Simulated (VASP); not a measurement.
```yaml
crystal:
  lattice:
    - [3.92624, 0.00000, 0.00000]
    - [0.00000, 3.92624, 0.00000]
    - [0.00000, 0.00000, 3.92624]
  atoms:
    - { symbol: K, position: [0.00000, 0.00000, 0.00000] }
    - { symbol: Mg, position: [0.50000, 0.50000, 0.50000] }
    - { symbol: F, position: [0.50000, 0.00000, 0.50000] }
    - { symbol: F, position: [0.00000, 0.50000, 0.50000] }
    - { symbol: F, position: [0.50000, 0.50000, 0.00000] }
```

These are AM05 GGA, VASP's PBE PAW potentials (set 64) (plane waves; VASP 6.6.1) values and carry that method's errors. Run with 520 eV cut-off, 6×6×6 Γ-centred mesh, Gaussian smearing of 0.050 eV, potentials K_sv Mg F.

Predict the energy per atom (σ→0), pressure, band gap (on the k-mesh) with the smallest direct gap where there is one.

| Item | Value |
|---|---|
| band gap (on the k-mesh) | 7.65 eV |
| smallest direct gap (on the k-mesh) | 7.97 eV |
| energy per atom (σ→0) | -4.881 eV/atom |
| pressure | 5.18 GPa |

Only differences to runs with the same potentials and settings are physical.

The compound is KMgF3 in the cubic perovskite structure. This cell is one point of a volume scan, at 0.94 of the reference volume.
